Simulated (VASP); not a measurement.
Consider the following.

```xyz
6
Lattice="4.3046 0.0000 0.0000 0.0000 4.3046 0.0000 0.0000 0.0000 3.1233" Properties=species:S:1:pos:R:3 pbc="T T T"
Ir     0.0000     0.0000     0.0000
Ir     2.1523     2.1523     1.5617
O      1.3370     1.3370     0.0000
O      3.4893     0.8153     1.5617
O      0.8153     3.4893     1.5617
O      2.9676     2.9676     0.0000
```

These are PBE GGA, VASP's PBE PAW potentials (set 64) (plane waves; VASP) values and carry that method's errors. Settings: 620 eV cut-off, 7×7×10 Γ-centred mesh, first-order Methfessel-Paxton smearing of 0.10 eV, potentials Ir O.

Unless said otherwise, spin-orbit coupling is left out, though it shifts the bands of the heavy elements here.

Problem. Predict the energy per atom (σ→0), pressure, band gap (on the k-mesh) with the smallest direct gap where there is one.

Solution. 
| Item | Result |
|---|---|
| band gap (on the k-mesh) | none (metal, semimetal or under 0.01 eV) |
| energy per atom (σ→0) | -6.879 eV/atom |
| pressure | 45.04 GPa |

The absolute energy has meaning only against runs of the same code, potentials and settings.

The compound is IrO2 in the rutile structure. It was relaxed first under an external pressure of 45 GPa.
